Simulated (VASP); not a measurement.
Given:

```
CELL_PARAMETERS angstrom
      3.86162     0.00000     0.00000
      0.00000     3.86162     0.00000
      0.00000     0.00000     3.86162
ATOMIC_POSITIONS crystal
  Sr 0.00000 0.00000 0.00000
  Ti 0.50000 0.50000 0.50000
  O  0.50000 0.00000 0.50000
  O  0.00000 0.50000 0.50000
  O  0.50000 0.50000 0.00000
```

Method: PBEsol GGA, VASP's PBE PAW potentials (set 64) (plane waves; VASP). Settings: 620 eV cut-off, 6×6×6 Γ-centred mesh, Gaussian smearing of 0.050 eV, potentials Sr_sv Ti_sv O.

Energy and stress use the plane-wave basis of the starting cell.

Problem. The ions, cell shape and volume at an external pressure of 10.0 GPa are relaxed. Give the cell that the relaxation ends in.

Solution. 
```
CELL_PARAMETERS angstrom
      3.83216     0.00000     0.00000
      0.00000     3.83216     0.00000
      0.00000     0.00000     3.83216
ATOMIC_POSITIONS crystal
  Sr 0.00000 0.00000 0.00000
  Ti 0.50000 0.50000 0.50000
  O  0.50000 0.00000 0.50000
  O  0.00000 0.50000 0.50000
  O  0.50000 0.50000 0.00000
```
Space group Pm-3m (221), at a tolerance of 0.03 Å.

Problem. How do energy and volume change from the first to the last step?

Solution. The energy (σ→0) changes by +12.1 meV/atom and the volume by -2.3 %, in 3 ionic steps.

```
step  E(σ→0) (eV)  max force (eV/Å)  pressure (GPa)  volume (Å³)
----  -----------  ----------------  --------------  -----------
1        -41.9971             0.000            4.96        57.58
2        -41.7967             0.000           17.22        54.62
3        -41.9365             0.000            9.95        56.28
```

The compound is SrTiO3 in the cubic perovskite structure, the ideal cubic form; the compound distorts at low or room temperature. This run relaxes it under an external pressure of 10 GPa. Symmetry was kept, so distortions that lower it aren't found.
